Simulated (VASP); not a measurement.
Computed with PBE GGA with D3 dispersion (zero damping), VASP's PBE PAW potentials (set 64) (plane waves; VASP).

VASP ran on this input.

INCAR:
```
SYSTEM = Rh
PREC = Accurate
ENCUT = 520
EDIFF = 1E-7
NELM = 100
ALGO = Normal
LREAL = .FALSE.
LASPH = .TRUE.
ISMEAR = -5
GGA = PE
IVDW = 11
LMAXMIX = 4
LWAVE = .FALSE.
LCHARG = .TRUE.
LORBIT = 11
NEDOS = 601
ISIF = 2
```

### POSCAR
```
Rh
1
   -0.0000000000     1.8958230170     1.8958230170
    1.8958230170     0.0000000000     1.8958230170
    1.8958230170     1.8958230170     0.0000000000
Rh
1
Direct
  0.0000000000   0.0000000000   0.0000000000
```

**KPOINTS**
```
kpoints
0
gamma
  18 18 18
0 0 0
```

POTCAR, in this order: Rh_pv (PBE.64 set). Program: vasp_std.

### Question
What does the run give for the energy per atom (σ→0), dispersion energy, band gap (on the k-mesh)?

### Answer

```yaml
energy per atom (σ→0): -7.831 eV/atom
dispersion_energy: -0.584 eV
band gap (on the k-mesh): none (metal, semimetal or under 0.01 eV)
```

### OSZICAR
```
...
DAV:   7    -0.725009050968E+01    0.17938E-01   -0.25706E-02  4854   0.209E+00    0.172E+00
DAV:   8    -0.724652564517E+01    0.35649E-02   -0.39029E-03  4434   0.994E-01    0.210E-01
DAV:   9    -0.724637795762E+01    0.14769E-03   -0.13110E-04  4992   0.190E-01    0.232E-02
DAV:  10    -0.724638319876E+01   -0.52411E-05   -0.38774E-06  4689   0.277E-02    0.315E-03
DAV:  11    -0.724638275863E+01    0.44013E-06   -0.32403E-07  4866   0.845E-03    0.945E-04
DAV:  12    -0.724638250394E+01    0.25469E-06   -0.10411E-08  2472   0.180E-03    0.139E-04
DAV:  13    -0.724638250005E+01    0.38849E-08   -0.41229E-10  2361   0.292E-04
   1 F= -.78307610E+01 E0= -.78307610E+01  d E =0.000000E+00
```

The compound is Rh in the fcc structure. It was relaxed first.
